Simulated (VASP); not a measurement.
**SnO (space group Pmn2_1): computed properties**

Calculation: PBEsol GGA, VASP's PBE PAW potentials (set 64) (plane waves; VASP).

| Quantity | Value |
|---|---|
| space group | Pmn2_1 (31) |
| cell | a = 3.320 Å, b = 5.701 Å, c = 3.814 Å, α = 90.00°, β = 90.00°, γ = 90.00° |
| volume per atom | 18.04 Å^3/atom |
| band gap (over mesh and band path) | 1.25 eV |
| smallest direct gap (over mesh and band path) | 1.87 eV |
| band-edge character without spin-orbit coupling | indirect, Γ to S-Y at 0.17 |
| band gap with spin-orbit coupling | 1.11 eV |
| density | 6.20 g/cm³ |
| optical Γ-point spectrum | 98, 124, 157, 242, 318, 326, 406, 466, 470 cm⁻¹ |

```xyz
4
Lattice="3.3195 0.0000 0.0000 0.0000 5.7011 0.0000 0.0000 0.0000 3.8137" Properties=species:S:1:pos:R:3 pbc="T T T"
Sn     0.0000     1.3434     2.0279
Sn     1.6598     4.3577     0.1210
O      0.0000     5.0285     2.7393
O      1.6598     0.6727     0.8324
```

The path is coarsely sampled, so an indirect gap can come out somewhat too large. Without a dispersion term in the relaxation, distances and binding between the weakly bound layers, chains or molecules are unreliable, and so is what depends on them. Unless said otherwise, spin-orbit coupling is left out, though it shifts the bands of the heavy elements here.

The structure comes from a computed database's SnO entry (Pmn2_1); how it stands against other phases isn't given here. It was relaxed first, which changed the volume by -10 %. Symmetry was kept, so distortions that lower it aren't found.
